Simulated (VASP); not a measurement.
Input:

```
MgSe
1.0
    0.00000     2.73000     2.73000
    2.73000     0.00000     2.73000
    2.73000     2.73000     0.00000
Mg Se
1 1
Cartesian
  0.00000   0.00000   0.00000
  2.73000   2.73000   2.73000
```

All values below come from PBE GGA with D4 dispersion, VASP's PBE PAW potentials (set 64) (plane waves; VASP). Run with 520 eV cut-off, 8×8×8 Γ-centred mesh, Gaussian smearing of 0.050 eV, potentials Mg Se.

Question: The ions, cell shape and volume are relaxed. Give the cell that the relaxation ends in.

Answer: 
```
MgSe
1.0
    0.00000     2.71944     2.71944
    2.71944     0.00000     2.71944
    2.71944     2.71944     0.00000
Mg Se
1 1
Direct
  0.00000   0.00000   0.00000
  0.50000   0.50000   0.50000
```
Space group Fm-3m (225), at a tolerance of 0.03 Å.

Question: How do energy and volume change from the first to the last step?

Answer: The energy (σ→0) changes by -0.6 meV/atom and the volume by -1.2 %, in 3 ionic steps.

The compound is MgSe in the rock salt structure. This run relaxes it. Symmetry was kept, so distortions that lower it aren't found.
